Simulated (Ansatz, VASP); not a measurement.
# Cross-check of BPtW (BPtW in the AlB2 type) between VASP and Ansatz

One calculation is typed for both programs; each brings its own data sets. How far apart do they land? The cell is generated by rule, not measured, and may not be a known phase. Of the first pair: The two relaxations start from unlike cells of this crystal (the structure described is Ansatz's start), so only their ends are compared.

Method: plane waves, with VASP 6.6.1 beside it; PBE, in Ansatz 0.2.0.

**1. Starting point**

The structure is hexagonal, space group P-6m2 (No. 187). The conventional cell has a = 3.465 Å, b = 3.465 Å, c = 3.638 Å, α = 90.00°, β = 90.00°, γ = 120.00°. Nearest to W lie 6 B at 2.70 Å and 6 Pt at 2.70 Å. Nearest to B lie 3 Pt at 2.00 Å and 6 W at 2.70 Å. Nearest to Pt lie 3 B at 2.00 Å and 6 W at 2.70 Å. Farther neighbours are not listed.

As a file:

```cif
data_structure
_symmetry_space_group_name_H-M 'P 1'
_symmetry_Int_Tables_number 1
_cell_length_a 3.4652
_cell_length_b 3.4652
_cell_length_c 3.6385
_cell_angle_alpha 90.000
_cell_angle_beta 90.000
_cell_angle_gamma 120.000
_cell_volume 37.84
loop_
_atom_site_label
_atom_site_type_symbol
_atom_site_fract_x
_atom_site_fract_y
_atom_site_fract_z
_atom_site_occupancy
W1 W 0.00000 0.00000 0.00000 1
B2 B 0.33333 0.66667 0.50000 1
Pt3 Pt 0.66667 0.33333 0.50000 1
```

**2. Ansatz: relaxation of cell and atoms, PBE, pair 1**

Ansatz runs on its PAW soft_1 files.

The relaxed volume is the usual yardstick between codes: in a stiff, nearly cubic crystal its relative difference is about their pressure difference at one cell divided by the bulk modulus.

input.yaml

```yaml
crystal:
  lattice:
    - [3.46521, 0.0, 0.0]
    - [-1.73261, 3.00096, 0.0]
    - [0.0, 0.0, 3.63847]
  atoms:
    - { symbol: W, position: [0.0, 0.0, 0.0] }
    - { symbol: B, position: [0.33333333, 0.66666667, 0.5] }
    - { symbol: Pt, position: [0.66666667, 0.33333333, 0.5] }
kpoints:
  mp_grid: { grid: [6, 6, 6] }
hamiltonian:
  xc: pbe
  pseudopotentials: { kind: paw, azcp: { folder: soft_1 } }
scf:
  occupations: { method: gaussian, width: 0.1 }
output:
  forces: true
  stress: true
  eigenvalues: true
relax:
  adjacent_minimum: "off"
  f_tol: 0.05
  max_steps: 80
  cell: { stress_tol: 0.5 }
```

The run is started by

```
> ansatz run input.yaml --threads 4 --pin off --max-ram 12288MiB --backend cpu --events-out ev --progress --plain --runs-dir out
```

Numbers of over 12 decimals in the logs are rounded to 6 here.

Output:

```text
The last accepted step is kept in <dir> (removed where the run ends without a failure and the disk answers)
Engine: ansatz 0.2.0, x86_64-unknown-linux-gnu
Pseudopotentials: kind: paw
Pseudopotential: W, paw, valence charge 14, recommended cutoff 420 eV (normal), soft_1/W.paw.azcp
Pseudopotential: B, paw, valence charge 3, recommended cutoff 420 eV (normal), soft_1/B.paw.azcp
Pseudopotential: Pt, paw, valence charge 18, recommended cutoff 420 eV (normal), soft_1/Pt.paw.azcp
Functional definition: PBE
  parameter kappa = 0.804
  parameter beta = 0.066725
  exchange = pbe_x(kappa = kappa, mu = beta*pi^2/3)
  correlation = pbe_c(beta = beta)
Crystal: 3 atoms, lattice volume = 37.836 Å³
Basis set: ecut = 420 eV, 751 PW (Γ), exchange–correlation on 48×48×50 points (8 copies of the dense FFT grid, shifted against one another)
Bands: 22, of which v1, the nominal top of the filled ones, is band 18 counted from 1 (17 counted from 0)
Symmetry: 12 space group operations
Space group: P-6m2 (ITA 187), of the structure as read, at distance tolerance 3.4e-5 Å
k-points: 28 of 216 (time reversal used)
Non-local potential: W, projectors of the file, l = 0: 3, l = 1: 2, l = 2: 2, l = 3: 1
Non-local potential: B, projectors of the file, l = 0: 2, l = 1: 2, l = 2: 1
Non-local potential: Pt, projectors of the file, l = 0: 3, l = 1: 2, l = 2: 2, l = 3: 1
PAW form: soft (Blöchl's): semilocal exchange-correlation on the pseudo side does not see the compensation charge
PAW one-centre angular grid: W, 590 points (default); XC on 64 Gauss nodes
PAW one-centre angular grid: B, 110 points (default); XC on 64 Gauss nodes
PAW one-centre angular grid: Pt, 590 points (default); XC on 64 Gauss nodes
Initial density: superposition of atomic densities (chi_scale 0.1, normalization cell, long waves kept (reshape's long-wave potential 0.00 eV rms))
Initial wavefunctions: pseudopotential atomic-orbital guess
Functional: x = pbe(κ = 0.804, μ = 0.219515), c = pbe(β = 0.066725)
SCF iter   1: F=—  HF=-23067.491366 eV  |F-HF|=—  |Δ(HF+E_count)|=         —  Δρ=1.27e-1  dr2=7.97e0  ethr=3.10e-3  ⟨swp⟩=4.2  Hψ=2302  notcnv=0
preconditioner: auto → none  [metal: Δε(μ)=0.026 eV  Ē_g=7.885 eV  σ=0.100 eV  W_gap=0.15  n_scr=8 (ndim 8)  ℏωp=26.3 eV  f_vac=0.000  D(μ)=3.53/eV (n_scr^D=52)  sad-step TF]
SCF iter   2: F=—  HF=-23066.221699 eV  |F-HF|=—  |Δ(HF+E_count)|=    1.27e0  Δρ=7.63e-2  dr2=3.11e0  ethr=3.10e-3  ⟨swp⟩=2.0  Hψ=1115  notcnv=0  defer=3
SCF iter   3: F=—  HF=-23065.420816 eV  |F-HF|=—  |Δ(HF+E_count)|=   8.01e-1  Δρ=6.42e-3  dr2=1.70e-2  ethr=3.10e-3  ⟨swp⟩=2.7  Hψ=1025  notcnv=0  defer=3
SCF iter   4: F=—  HF=-23065.420325 eV  |F-HF|=—  |Δ(HF+E_count)|=   4.91e-4  Δρ=1.72e-3  dr2=5.38e-4  ethr=4.87e-5  ⟨swp⟩=2.6  Hψ=1202  notcnv=0  defer=3
SCF iter   5: F=—  HF=-23065.420594 eV  |F-HF|=—  |Δ(HF+E_count)|=   2.69e-4  Δρ=4.35e-4  dr2=9.85e-5  ethr=1.54e-6  ⟨swp⟩=2.0  Hψ=1029  notcnv=0  defer=3
SCF iter   6: F=—  HF=-23065.420574 eV  |F-HF|=—  |Δ(HF+E_count)|=   1.95e-5  Δρ=1.06e-4  dr2=6.67e-6  ethr=2.82e-7  ⟨swp⟩=2.2  Hψ=867  notcnv=0  defer=3
SCF iter   7: F=—  HF=-23065.420573 eV  |F-HF|=—  |Δ(HF+E_count)|=   9.61e-7  Δρ=3.46e-5  dr2=4.87e-7  ethr=1.91e-8  ⟨swp⟩=2.4  Hψ=916  notcnv=0  defer=3
SCF iter   8: F=-23065.420573 eV  HF=-23065.420573 eV  |F-HF|=2.22e-10  |Δ(HF+E_count)|=   6.19e-8  Δρ=3.96e-6  dr2=3.19e-9  ethr=2.86e-10  ⟨swp⟩=4.5  Hψ=2039  notcnv=0
the search or the solves at the SCF's close seem to have found levels that the self-consistency loop had missed (the run counts 1). By its estimate they hold under 1e-12 electrons; where the run keeps them, the occupations were computed again with them
SCF 1 converged in 8 iterations: F = -23065.420573 eV  dr2 = 3.19e-9
  greatest PAW one-centre occupation: 1.000 electrons in one spin orbital (limit 2), on the Pt atom at site 2 (counted from 0), in its partial waves of l = 0
relax step   1: F+E_penalty+E_count = -23065.42057323 eV  Δ(F+E_penalty+E_count) = +0.000e0 eV  max|allowed force component| = 1.974e-16 eV/Å  Δτ_max = 0.0000 Å  P = +21.294 GPa  Ω = 37.836 Å³  (8 SCF iters, dr2 threshold 1.00e-7 eV, accepted)
[...]
relax step   7: F+E_penalty+E_count = -23065.85271519 eV  Δ(F+E_penalty+E_count) = -3.432e-3 eV  max|allowed force component| = 1.295e-16 eV/Å  Δτ_max = 0.0000 Å  P = -0.701 GPa  Ω = 39.257 Å³  energy of the carried Pulay correction = -1.363e-3 eV  (6 SCF iters, dr2 threshold 3.00e-7 eV, accepted)
[...]
relax step   8: F+E_penalty+E_count = -23065.85332463 eV  Δ(F+E_penalty+E_count) = -6.094e-4 eV  max|allowed force component| = 9.869e-17 eV/Å  Δτ_max = 0.0000 Å  P = +0.073 GPa  Ω = 39.174 Å³  energy of the carried Pulay correction = -1.293e-3 eV  (6 SCF iters, dr2 threshold 3.00e-7 eV, accepted)
[...]
relax step   9: F+E_penalty+E_count = -23065.85878134 eV  Δ(F+E_penalty+E_count) = -5.457e-3 eV  max|allowed force component| = 1.049e-16 eV/Å  Δτ_max = 0.0000 Å  P = +0.181 GPa  Ω = 39.174 Å³  stress off target by 2.23e-1 GPa  SCF on the basis re-selected at this cell (its energy is not comparable with the rows above)  (6 SCF iters)
basis re-selected at this cell: Δ(F+E_penalty+E_count) = -5.457e-3 eV, ΔP = +0.108 GPa vs the last step (what re-selecting the basis moved, of the pressure what is left beyond the Pulay correction that the steps carried, after the strain that the cell walked since its last selection, with what the two solves' SCF thresholds leave and, on support functions, any second-order correction that the steps lacked; it is no measure of the basis error at this ecutwfc). The dense FFT grid was sized anew with the basis: this SCF ran on 27×27×24 points, the steps before it on 24×24×25, so part of this shift can come from that change (see relax.cell in the input reference). [rest of the remark cut]
SCF converged after 6 iterations
Free energy (F): -23065.858781 eV
Harris-Foulkes:  -23065.858781 eV  (|F-HF|=0.00e0)
Internal energy: -23065.856106 eV  (E = F + TS)
E sigma→0 (E₀):  -23065.857444 eV
Entropy (-TS):   -0.002675 eV (-0.892 meV/atom)
Fermi energy:    20.333239 eV
--- Per-component energies (eV) ---
  E_band       = -281.769188
  E_kinetic    = 1062.154989
  E_local      = -2443.441243  (includes V_loc(G=0)·N_el)
  E_nonlocal   = 185.604193
  E_hartree    = 968.380867
  E_xc         = -531.996107
  E_vxc        = -540.455253  (∫ρ·V_xc dr)
  E_paw        = -18139.414676  (= ΣΔE_a)
  E_vpaw       = -482.394770  (= ΣTr[D̂ρ^β])
  E_aug_tail   = 0.001201  (compensation charges beyond the density's cutoff)
  E_ewald      = -4167.145331
  E_smearing   = -0.002675  (= −TS)
  E_closure    = -0.000000  (closes the sum)
  Σ components = -23065.858781   (vs F -23065.858781, Δ=0.00e0)
--- Forces (eV/Å), atoms counted from 1 ---
  atom   1  W     -0.00000000     0.00000000     0.00000000
  atom   2  B     -0.00000000    -0.00000000     0.00000000
  atom   3  Pt     0.00000000    -0.00000000    -0.00000000
  max |Σ_I F_I| component: 2.04e-16 eV/Å
--- Stress (GPa, compression-positive) ---
        0.223487       0.000000      -0.000000
        0.000000       0.223487       0.000000
       -0.000000       0.000000       0.096154
  P = ⅓ Tr σ = 0.1810 GPa (1.810 kbar)
--- Band table (eV; the first three rows and the last of 28) ---
  k-point 0: bands = [... 14 lower, 18.3917, 18.3917, 18.6980, 21.6689, 21.6689, 21.6808, 25.0108, 26.7340]
  k-point 1: bands = [... 14 lower, 18.7314, 18.7314, 19.1846, 20.6449, 22.0196, 22.0196, 24.9516, 26.3744]
  k-point 2: bands = [... 14 lower, 18.8138, 19.9084, 19.9084, 21.5182, 22.3004, 22.3004, 24.5985, 25.2576]
  k-point 27: bands = [... 14 lower, 17.8739, 17.9719, 18.3920, 18.4001, 22.4200, 23.7765, 24.4743, 24.7105]
--- Relaxed structure (8 steps of the walk, 8 accepted, 1 SCFs on fresh bases) ---
  F+E_penalty+E_count = -23065.85878134 eV   max|allowed force component| = 1.049e-16 eV/Å   (the final SCF, on the basis selected at the relaxed cell)
  cell:  # Å, volume = 39.1738 Å³
    - [3.781005, 3.1498292236573384e-6, 0.0]
    - [-1.890505, 3.274444, 0.0]
    - [0.0, 0.0, 3.164100]
  atoms:
    - { symbol: W, position: [0, 0, 0.0] }
    - { symbol: B, position: [0.333333, 0.666667, 0.5] }
    - { symbol: Pt, position: [0.666667, 0.333333, 0.5] }
```

**3. VASP: relaxation of cell and atoms, PBE, pair 1**

Its own start cell and the same functional, mesh and smearing now go to VASP, with its own data sets.

Lines of VASP's logs that name or quote its potential files are left out, and so is its time.

INCAR

```
SYSTEM = BPtW
PREC = Accurate
ENCUT = 600
EDIFF = 1E-07
NELM = 120
ISMEAR = 0
SIGMA = 0.1
LREAL = .FALSE.
ALGO = Normal
GGA = PE
NBANDS = 15
LASPH = .TRUE.
LORBIT = 11
LWAVE = .FALSE.
LCHARG = .FALSE.
ISIF = 3
IBRION = 2
NSW = 80
EDIFFG = -0.005
GGA_COMPAT = .FALSE.
NELMIN = 4
KPAR = 2
```

POSCAR

```
BPtW
1.0
    3.7803343098      0.0000032288      0.0000000000
   -1.8901704659      3.2738647146      0.0000000000
    0.0000000000      0.0000000000      3.1467135538
W B Pt
1 1 1
Direct
    0.0000000000      0.0000000000      0.0000000000
    0.3333333333      0.6666666667      0.5000000000
    0.6666666667      0.3333333333      0.5000000000
```

KPOINTS

```
Automatic mesh
0
Gamma
6 6 6
0 0 0
```

PAW data sets: W, B and Pt (PBE family, release 64).

The run is started by

```
> mpirun -np 2 vasp_std
```

Output:

```text
[banner, memory and clock lines left out]
running    2 mpi-ranks, on    1 nodes
 distrk:  each k-point on    1 cores,    2 groups
 distr:  one band on    1 cores,    1 groups

 POSCAR found type information on POSCAR W B Pt
 POSCAR found :  3 types and       3 ions
 LDA part: xc-table for (Slater+PW92), standard interpolation
 POSCAR, INCAR and KPOINTS ok, starting setup
 FFT: planning ... GRIDC
 FFT: planning ... GRID_SOFT
 FFT: planning ... GRID
 WAVECAR not read
 entering main loop
       N       E                     dE             d eps       ncg     rms          rms(c)
DAV:   1     0.898741375031E+02    0.89874E+02   -0.97102E+03   840   0.127E+03
DAV:   2    -0.239108935218E+02   -0.11379E+03   -0.10845E+03  1001   0.287E+02
DAV:   3    -0.279099430579E+02   -0.39990E+01   -0.39263E+01  1078   0.489E+01
DAV:   4    -0.279522859999E+02   -0.42343E-01   -0.42286E-01   953   0.559E+00
DAV:   5    -0.279528136980E+02   -0.52770E-03   -0.52768E-03  1099   0.602E-01    0.251E+01
DAV:   6    -0.253459676460E+02    0.26068E+01   -0.10639E+01  1065   0.230E+01    0.840E+00
DAV:   7    -0.251923300067E+02    0.15364E+00   -0.67887E-01   868   0.615E+00    0.555E+00
DAV:   8    -0.251401791118E+02    0.52151E-01   -0.17017E-01  1050   0.330E+00    0.815E-01
DAV:   9    -0.251290753503E+02    0.11104E-01   -0.39807E-02   980   0.206E+00    0.317E-01
DAV:  10    -0.251282702450E+02    0.80511E-03   -0.47471E-03   987   0.504E-01    0.177E-01
DAV:  11    -0.251281375705E+02    0.13267E-03   -0.47950E-04   980   0.189E-01    0.440E-02
DAV:  12    -0.251281361769E+02    0.13935E-05   -0.20654E-05  1071   0.484E-02    0.123E-02
DAV:  13    -0.251281363344E+02   -0.15744E-06   -0.16095E-06  1051   0.120E-02    0.528E-03
DAV:  14    -0.251281361298E+02    0.20459E-06   -0.81315E-08   567   0.282E-03    0.190E-03
DAV:  15    -0.251281361612E+02   -0.31420E-07   -0.66002E-09   469   0.770E-04
   1 F= -.25128136E+02 E0= -.25126573E+02  d E =-.251281E+02
[...]
2 F= -.25128136E+02 E0= -.25126545E+02  d E =-.610730E-07
[...]
3 F= -.25128138E+02 E0= -.25126562E+02  d E =-.207768E-05
[...]
4 F= -.25128138E+02 E0= -.25126559E+02  d E =-.209615E-05
 curvature:  -0.30 expect dE=-0.248E-05 dE for cont linesearch -0.537E-08
 trial: gam= 0.77388 g(F)=  0.820E-44 g(S)=  0.818E-05 ort = 0.421E-06 (trialstep = 0.621E+00)
 search vector abs. value=  0.148E-04
 bond charge predicted
       N       E                     dE             d eps       ncg     rms          rms(c)
DAV:   1    -0.251281518734E+02   -0.13571E-04   -0.49967E-04   840   0.166E-01    0.169E-02
DAV:   2    -0.251281450228E+02    0.68505E-05   -0.37362E-05  1058   0.573E-02    0.187E-02
DAV:   3    -0.251281426843E+02    0.23386E-05   -0.68194E-06  1017   0.257E-02    0.597E-03
DAV:   4    -0.251281421370E+02    0.54723E-06   -0.21664E-06   953   0.991E-03    0.132E-03
DAV:   5    -0.251281421410E+02   -0.39272E-08   -0.55412E-08   434   0.193E-03
   5 F= -.25128142E+02 E0= -.25126543E+02  d E =-.388360E-05
 trial-energy change:   -0.000004  1 .order   -0.000004   -0.000005   -0.000002
 step:   1.0657(harm=  1.0657)  dis= 0.00000  next Energy=   -25.128143 (dE=-0.453E-05)
 reached required accuracy - stopping structural energy minimisation
```

Parts of OUTCAR (step 3):

```text
ion  position               nearest neighbor table
   1  0.000  0.000  0.000-   3 2.69   3 2.69   2 2.69   2 2.69   2 2.69   3 2.69   2 2.69   3 2.69
                             3 2.69   3 2.69   2 2.69   2 2.69
   2  0.333  0.667  0.500-   3 2.18   3 2.18   3 2.18   1 2.69   1 2.69   1 2.69   1 2.69   1 2.69
                             1 2.69
   3  0.667  0.333  0.500-   2 2.18   2 2.18   2 2.18   1 2.69   1 2.69   1 2.69   1 2.69   1 2.69
                             1 2.69

  LATTYP: Found a hexagonal cell.
 ALAT       =     3.7803343098
 C/A-ratio  =     0.8323902851

 Subroutine GETGRP returns: Found 12 space group operations
 (whereof 12 operations were pure point group operations)

The static configuration has the point symmetry D_3h.

 Found     28 irreducible k-points:

   k-points           NKPTS =     28   k-points in BZ     NKDIM =     28   number of bands    NBANDS=     15

   dimension x,y,z NGX =    30 NGY =   30 NGZ =   28
   dimension x,y,z NGXF=    60 NGYF=   60 NGZF=   56

   ENCUT  =  600.0 eV  44.10 Ry    6.64 a.u.   7.55  7.55  6.28*2*pi/ulx,y,z

   NELECT =      19.0000    total number of electrons

 k-points in reciprocal lattice and weights: Automatic mesh
   0.00000000  0.00000000  0.00000000       0.005
   0.16666667  0.00000000  0.00000000       0.028
   0.33333333  0.00000000  0.00000000       0.028
   0.50000000  0.00000000  0.00000000       0.014
   0.16666667  0.16666667  0.00000000       0.028
   0.33333333  0.16666667  0.00000000       0.056
   0.33333333  0.33333333  0.00000000       0.009
   0.00000000  0.00000000  0.16666667       0.009
   0.16666667  0.00000000  0.16666667       0.056
[...]
0.33333333  0.16666667  0.50000000       0.056
   0.33333333  0.33333333  0.50000000       0.009

 average (electrostatic) potential at core
       1 -37.1682       2 -24.2435       3 -66.0070

 E-fermi :   9.2571

 k-point     1 :       0.0000    0.0000    0.0000
  band No.  band energies     occupation
    ...
      5       5.0947      2.00000
      6       5.0947      2.00000
      7       7.2660      2.00000
      8       7.2660      2.00000
      9       7.5801      2.00000
     10      10.5851      0.00000
     11      10.5851      0.00000
     12      10.6893      0.00000
     13      13.9374      0.00000
     14      15.6621      0.00000
    ...

 k-point     2 :       0.1667    0.0000    0.0000
  band No.  band energies     occupation
    ...
      6       5.0259      2.00000
      7       6.9047      2.00000
      8       7.4358      2.00000
      9       7.9382      2.00000
     10       9.1452      1.88668
     11      10.8381      0.00000
     12      12.8210      0.00000
     13      13.1668      0.00000
     14      13.6268      0.00000
     15      14.5492      0.00000

 k-point     3 :       0.3333    0.0000    0.0000
  band No.  band energies     occupation
    ...
      6       4.7427      2.00000
      7       5.7991      2.00000
      8       7.8717      2.00000
      9       8.1058      2.00000
     10       8.8855      2.00000
     11      11.1294      0.00000
     12      11.2866      0.00000
     13      11.3240      0.00000
     14      14.2204      0.00000
     15      15.3905      0.00000

  Total       -0.0018975     -0.0018975     -0.0088763      0.0000000      0.0000000      0.0000000
  in kB       -0.0780555     -0.0780555     -0.3651294      0.0000000      0.0000000      0.0000000
  external PRESSURE =      -0.1737468 kB  Pullay stress =       0.0000000 kB

  energy-cutoff  :      600.00
  volume of cell :       38.95
      direct lattice vectors                 reciprocal lattice vectors
     3.781228576  0.000003229 -0.000000000     0.264464178  0.152688771  0.000000000
    -1.890617600  3.274639172 -0.000000000    -0.000000261  0.305377006  0.000000000
     0.000000000 -0.000000000  3.145563485     0.000000000  0.000000000  0.317908065

 POSITION                                       TOTAL-FORCE (eV/Angst)
 -----------------------------------------------------------------------------------
      0.00000     -0.00000      3.14556        -0.000000      0.000000     -0.000000
     -0.00000      2.18309      1.57278         0.000000     -0.000000      0.000000
      1.89061      1.09155      1.57278        -0.000000      0.000000      0.000000
 -----------------------------------------------------------------------------------
    total drift:                                0.000004      0.000006      0.000000

  FREE ENERGIE OF THE ION-ELECTRON SYSTEM (eV)
  ---------------------------------------------------
  free  energy   TOTEN  =       -25.1281421410 eV

  energy  without entropy=      -25.1249448150  energy(sigma->0) =      -25.12654348

 reached required accuracy - stopping structural energy minimisation

 total charge
# of ion       s       p       d       tot
------------------------------------------
    1        0.539   0.577   4.010   5.127
    2        0.653   1.031   0.000   1.684
    3        0.817   1.008   8.077   9.903
--------------------------------------------------
tot          2.010   2.616  12.088  16.714

[... 3 further parts left out ...]
```

CONTCAR:

```
BPtW
   1.00000000000000
     3.7812285762968481    0.0000032294231859   -0.0000000000000000
    -1.8906176000534387    3.2746391723473298   -0.0000000000000000
     0.0000000000000000   -0.0000000000000000    3.1455634851305123
  W               B               Pt
     1     1     1
Direct
     0.0000000000000000    0.0000000000000000    1.0000000000000000
     0.3333333332999970    0.6666666667000030    0.5000000000000000
     0.6666666667000030    0.3333333332999970    0.5000000000000000
```

**4. Comparison**

Known differences besides the potentials themselves: the data sets hold 35 valence electrons in Ansatz (on its PAW soft_1 files) and 19 in VASP; the cutoff is 420 eV in Ansatz and 600 eV in VASP; Ansatz adds a Pulay correction to the stress that steers its cell, VASP none. Total energies have different zeros and are not compared.

The two programs side by side:

```
                                         quantity  Ansatz   VASP  difference
                                      volume (Å³)   39.17  38.95     +0.58 %
edge a after relaxation, in the typed setting (Å)   3.781  3.781     -0.01 %
edge c after relaxation, in the typed setting (Å)   3.164  3.146     +0.59 %
```

[end of part 1 of 2]

[Lines on the potential files, build, host, timing and source positions are cut from VASP's logs without a mark.]

[Logs are printed without paths, hosts, clocks, repeated set-up lines and the standing remarks that a program may print on its own settings, such as how far it seeks lower states.]

[Hosts, paths, dates, database ids (printed as entryN), source tags and the programs' standing remarks are cut or masked in the printed files.]
